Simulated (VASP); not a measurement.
Runs of VASP 6.6.1 on Sn3SO2. Symmetry: P6/mmm, No. 191, hexagonal system. The conventional cell has a = 6.351 Å, b = 6.351 Å, c = 3.516 Å, α = 90.00°, β = 90.00°, γ = 120.00°. Around Sn (site symmetry mmm) lie 4 O at 2.54 Å. S (site symmetry 6/mmm) has 2 S at 3.52 Å and 12 Sn at 3.63 Å and 6 O at 3.67 Å as nearest neighbours. Around O (site symmetry -6m2) lie 6 Sn at 2.54 Å. The cell was built by a generator and needn't be a form met in nature.

| task | level | potentials or basis | cell | cutoff (eV) | smearing | gap on the mesh (eV) | pressure (GPa) |
| --- | --- | --- | --- | --- | --- | --- | --- |
| relaxation of the atoms | PBEsol | VASP PAW PBE potentials, release 64 (Sn_d, S, O) | atoms relaxed | 520 | gaussian 0.05 eV | none | -5.2 |
| electron localisation function | revPBE+dDsC | VASP PAW PBE potentials, release 54 (Sn_d, S, O) | as given | 520 | tetrahedron | none | -4.4 |
| relaxation of cell and atoms | PBE | VASP PAW PBE potentials, release 64 (Sn_d, S, O) | relaxed | 600 | gaussian 0.05 eV | none | 0.0 |
| electron localisation function | r2SCAN | VASP PAW PBE potentials, release 64 (Sn_d_GW, S_GW, O_GW) | volume scaled by 1.04 | 600 | fermi-dirac 0.05 eV | none | -5.9 |
| single point | PBE | VASP PAW PBE potentials, release 64 (Sn_d, S, O) | as given | 520 | fermi-dirac 0.05 eV | none | (a) |

Alike in all rows: no spin polarisation; k mesh 5 × 5 × 8.

Problem. Fill in the values left out.

Solution. (a) -1.7.

Caveats: the PAW data sets were made with another functional, which shifts forces and pressure a little (some runs); the relaxation stopped at its first step, so nothing moved (some runs); pairwise dispersion overbinds metals, which lowers pressure and volume (some runs); tetrahedron occupations give inexact forces and stress in metals (some runs).

A k mesh can miss the band edges, and the runs leave out spin-orbit coupling on Sn.

A gap of «none» marks a metal or a gap under the smearing width.
